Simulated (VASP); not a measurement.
Input of a VASP 6.6.1 run:

Contents of INCAR:

```
SYSTEM = Be2CdS3
PREC     = Accurate       ! precision mode
ENCUT    = 520            ! plane-wave cutoff, eV
EDIFF    = 1E-6           ! SCF threshold, eV
ISMEAR   = 0              ! smearing method
SIGMA    = 0.03           ! smearing width, eV
LREAL    = .FALSE.        ! projectors in reciprocal space
LASPH    = .TRUE.         ! aspherical terms in the spheres
NELM     = 120            ! most SCF steps
ALGO     = Normal         ! electronic algorithm
ISIF     = 3              ! what is computed and relaxed
LWAVE    = .FALSE.        ! write WAVECAR
LCHARG   = .FALSE.        ! write CHGCAR
GGA      = PE             ! functional
IBRION   = 2              ! ionic algorithm
NSW      = 90             ! ionic steps
EDIFFG   = -0.01          ! ionic threshold
KPAR     = 8
```

File KPOINTS:

```
regular mesh
0
G
  6 6 4
  0 0 0
```

File POSCAR:

```
Be2CdS3
1.0
    3.1804584600     -5.5680000000      0.0000000000
    3.1804584600      5.5680000000      0.0000000000
   -1.9174990300      0.0000000000      5.9944207000
Be Cd S
4 2 6
Direct
    0.4149999500      0.5815619700      0.5001159700
    0.5815619700      0.4149999500      0.0001159700
    0.2600450500      0.7428786300      0.0004777300
    0.7428786300      0.2600450500      0.5004777300
    0.9063848200      0.0835431100      0.9933819100
    0.0835431100      0.9063848200      0.4933819100
    0.0467770200      0.2634468000      0.4092020700
    0.5004005000      0.6599582200      0.8591421400
    0.6599582200      0.5004005000      0.3591421400
    0.2634468000      0.0467770200      0.9092020700
    0.4209889300      0.8696989400      0.3630780900
    0.8696989400      0.4209889300      0.8630780900
```

Potentials or basis: VASP PAW PBE potentials, release 64 (Be, Cd, S).

Launch:

```sh
$ cat potpaw_PBE.64/Be/POTCAR potpaw_PBE.64/Cd/POTCAR potpaw_PBE.64/S/POTCAR > POTCAR
$ mpirun -np 8 vasp_std > vasp.out
```

Predict the relaxed cell.

a = 6.416 Å, b = 6.416 Å, c = 6.282 Å, α = 98.76°, β = 98.76°, γ = 120.56°.

What does it give for the relaxed volume?

17.66 Å³/atom.

What does it give for the space group after relaxing (to 0.05 Å)?

Cc (No. 9).

Final structure:
```
Be Cd S
1.0
     3.18070   -5.57240   -0.00332
     3.18070    5.57240   -0.00332
    -1.92391    0.00000    5.97992
Be Cd S
4 2 6
Direct
  0.41191 0.58000 0.50044
  0.58000 0.41191 0.00044
  0.26363 0.74514 0.00276
  0.74514 0.26363 0.50276
  0.90717 0.08346 0.98976
  0.08346 0.90717 0.48976
  0.04424 0.26299 0.40767
  0.50017 0.65839 0.85991
  0.65839 0.50017 0.35991
  0.26299 0.04424 0.90767
  0.42236 0.87122 0.36486
  0.87122 0.42236 0.86486
```
